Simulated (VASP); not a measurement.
Data:

```
BaZrO3
1.0
    4.21653     0.00000     0.00000
    0.00000     4.21653     0.00000
    0.00000     0.00000     4.21653
Ba Zr O
1 1 3
Direct
  0.00000   0.00000   0.00000
  0.50000   0.50000   0.50000
  0.50000   0.00000   0.50000
  0.00000   0.50000   0.50000
  0.50000   0.50000   0.00000
```

The numbers are results of PBE GGA with D4 dispersion, VASP's PBE PAW potentials (set 64) (plane waves; VASP 6.6.1), not measurements. Run with 520 eV cut-off, Gaussian smearing of 0.050 eV, potentials Ba_sv Zr_sv O.

Unless said otherwise, spin-orbit coupling is left out, though it shifts the bands of the heavy elements here.

Question: What does the run give for the band gap (along the path) with the smallest direct gap where there is one?

Answer: 
```json
{
 "band gap (along the path)": "3.15 eV",
 "smallest direct gap (along the path)": "3.39 eV"
}
```

The compound is BaZrO3 in the cubic perovskite structure. It was relaxed first.
